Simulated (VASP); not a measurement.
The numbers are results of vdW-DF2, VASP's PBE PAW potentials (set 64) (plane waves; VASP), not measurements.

The input files of a VASP run:

### KPOINTS
```
Regular mesh
0
G
 10 10 10
```

**INCAR**
```
SYSTEM = LiH
PREC = Accurate
ENCUT = 520
EDIFF = 1E-6
NELM = 100
ALGO = Normal
LREAL = .FALSE.
LASPH = .TRUE.
ISMEAR = 0
SIGMA = 0.05
GGA = ML
ZAB_VDW = -1.8867
LUSE_VDW = .TRUE.
AGGAC = 0.0
LWAVE = .FALSE.
LCHARG = .FALSE.
IBRION = 2
ISIF = 3
NSW = 60
EDIFFG = -0.01
```

File POSCAR:
```
LiH
1.0
  0.0000000000   2.0133977169   2.0133977169
  2.0133977169   0.0000000000   2.0133977169
  2.0133977169   2.0133977169   0.0000000000
Li H
1 1
Cartesian
  0.0000000000   0.0000000000   0.0000000000
  2.0133977169   2.0133977169   2.0133977169
```

POTCAR, in this order: Li_sv H (PBE.64 set). Program: vasp_std.

Predict the energy per atom (σ→0), band gap (on the k-mesh).

The energy per atom (σ→0) is -2.873 eV/atom and the band gap (on the k-mesh) is 3.74 eV.

File OSZICAR:
```
...
DAV:   6    -0.581633348257E+01    0.27773E+00   -0.31944E-01   606   0.283E+00    0.180E+00
DAV:   7    -0.573812935935E+01    0.78204E-01   -0.42133E-01   690   0.353E+00    0.299E-01
DAV:   8    -0.574525652003E+01   -0.71272E-02   -0.22988E-02   624   0.131E+00    0.110E-01
DAV:   9    -0.574532676619E+01   -0.70246E-04   -0.24271E-03   702   0.387E-01    0.214E-02
DAV:  10    -0.574532669263E+01    0.73559E-07   -0.13145E-04   738   0.102E-01    0.149E-02
DAV:  11    -0.574535146666E+01   -0.24774E-04   -0.94534E-05   612   0.983E-02    0.357E-03
DAV:  12    -0.574535187774E+01   -0.41108E-06   -0.15737E-06   672   0.138E-02
   1 F= -.57453519E+01 E0= -.57453519E+01  d E =-.574535E+01
```

The compound is LiH in the rock salt structure. It was relaxed first. The start is the result of an earlier pass.
